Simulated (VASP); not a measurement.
Given:

```
CELL_PARAMETERS angstrom
      5.32301     0.00000     0.00000
      0.00000     5.32301     0.00000
      0.00000     0.00000     5.32301
ATOMIC_POSITIONS crystal
  Hf 0.25000 0.00000 0.50000
  Hf 0.75000 0.00000 0.50000
  Hf 0.00000 0.50000 0.25000
  Hf 0.00000 0.50000 0.75000
  Hf 0.50000 0.25000 0.00000
  Hf 0.50000 0.75000 0.00000
  Si 0.00000 0.00000 0.00000
  Si 0.50000 0.50000 0.50000
```

Computed with PBEsol GGA, VASP's PBE PAW potentials (set 64) (plane waves; VASP). Numerical set-up: 400 eV cut-off, 7×7×7 Γ-centred mesh, tetrahedra with Blöchl corrections, potentials Hf_pv Si.

The cores are frozen, which limits the accuracy of field gradients.

Give the principal components of the electric field gradient (V/Å²) and the asymmetry η at each nucleus.

```
atom     Vxx     Vyy    Vzz     η
----  ------  ------  -----  ----
Hf1   -128.7  -128.7  257.5  0.00
Hf2   -128.7  -128.7  257.5  0.00
Hf3   -128.7  -128.7  257.5  0.00
Hf4   -128.7  -128.7  257.5  0.00
Hf5   -128.7  -128.7  257.5  0.00
Hf6   -128.7  -128.7  257.5  0.00
Si7      0.0     0.0    0.0     -
Si8      0.0     0.0    0.0     -
```

The structure was generated: Hf3Si was put into the A15 type (Pm-3n), which need not be its known phase. It was relaxed first, which changed the volume by -16 %.
